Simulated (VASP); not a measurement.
All values below come from optB86b-vdW, VASP's PBE PAW potentials (set 64) (plane waves; VASP 6.6.1).

The input files of a VASP run:

### INCAR
```
SYSTEM = Na
PREC = Accurate; ENCUT = 520; LREAL = .FALSE.
LASPH = .TRUE.
EDIFF = 1E-6; NELM = 100; ALGO = Normal
ISMEAR = 1; SIGMA = 0.1
GGA = MK; LUSE_VDW = .TRUE.; AGGAC = 0.0
PARAM1 = 0.1234; PARAM2 = 1.0
IBRION = 2; NSW = 60; ISIF = 3
EDIFFG = -0.01
LWAVE = .FALSE.; LCHARG = .FALSE.
```

File KPOINTS:
```
K-points
0
Gamma
  11 11 11
```

File POSCAR:
```
Na
1
   -2.1300000000     2.1300000000     2.1300000000
    2.1300000000    -2.1300000000     2.1300000000
    2.1300000000     2.1300000000    -2.1300000000
Na
1
Direct
  0.0000000000   0.0000000000   0.0000000000
```

POTCAR, in this order: Na_pv (PBE.64 set). Program: vasp_std.

Energy and stress use the plane-wave basis of the starting cell.

**Question.** Estimate the energy per atom (σ→0), volume per atom, band gap (on the k-mesh).

**Answer.** 
```yaml
energy per atom (σ→0): 0.877 eV/atom
band gap (on the k-mesh): none (metal, semimetal or under 0.01 eV)
volume_per_atom: 36.42 Å³/atom
```

File OSZICAR:
```
...
   4 F= 0.87738683E+00 E0= 0.87750768E+00  d E =-.279436E-02
       N       E                     dE             d eps       ncg     rms          rms(c)
DAV:   1     0.876589007930E+00   -0.79756E-03   -0.25011E-02   784   0.361E+00    0.190E-01
DAV:   2     0.877161377827E+00    0.57237E-03   -0.68940E-04   784   0.574E-01    0.957E-02
DAV:   3     0.877338089259E+00    0.17671E-03   -0.33160E-04   784   0.381E-01    0.942E-03
DAV:   4     0.877349965937E+00    0.11877E-04   -0.12235E-05   798   0.841E-02    0.766E-04
DAV:   5     0.877350038960E+00    0.73023E-07   -0.60962E-08   399   0.572E-03
   5 F= 0.87735004E+00 E0= 0.87747015E+00  d E =-.283115E-02
```

The compound is Na in the bcc structure. This run relaxes it. Symmetry was kept, so distortions that lower it aren't found.
